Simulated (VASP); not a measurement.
Data:

```xyz
6
Lattice="4.6152 0.0000 0.0000 0.0000 4.6152 0.0000 0.0000 0.0000 3.0478" Properties=species:S:1:pos:R:3 pbc="T T T"
Mg     2.3517     2.2800     1.5061
Mg    -0.0401     0.0147     0.0071
F      3.2204     3.2229     0.0159
F      1.4151     1.4111     0.0119
F      3.7089     0.9096     1.5158
F      0.8820     3.6997     1.5150
```

Computed with PBEsol GGA, VASP's PBE PAW potentials (set 64) (plane waves; VASP). Numerical set-up: 400 eV cut-off, 5×5×8 Γ-centred mesh shifted by (0.5, 0.5, 0.5), Fermi-Dirac smearing of 0.020 eV, potentials Mg F.

At this cut-off the stress carries a Pulay error, which pulls relaxed volumes low. Energy and stress use the plane-wave basis of the starting cell.

Task: The ions, cell shape and volume are relaxed. Predict the relaxed structure.

Result: 
```xyz
6
Lattice="4.5224 0.0001 0.0000 0.0001 4.5192 -0.0002 0.0000 -0.0001 2.9964" Properties=species:S:1:pos:R:3 pbc="T T T"
Mg     2.2619     2.2605     1.4986
Mg     0.0003     0.0007     2.9959
F      3.1520     3.1591     0.0006
F      1.3720     1.3604     0.0005
F      3.6311     0.8982     1.4977
F      0.8888     3.6190     1.4974
```
Space group P4_2/mnm (136), at a tolerance of 0.03 Å.

Task: How do energy and volume change from the first to the last step?

Result: The energy (σ→0) changes by -27.4 meV/atom and the volume by -5.7 %, in 10 ionic steps.

The structure comes from a computed database's MgF2 entry; how it stands against other phases isn't given here. In the starting cell atoms are displaced from their ideal sites. This run relaxes it. The run is one of a series of settings (EDIFFG = -0.01, IBRION = 2, ISIF = 3, NSW = 50 against the base run), some of them coarse on purpose.
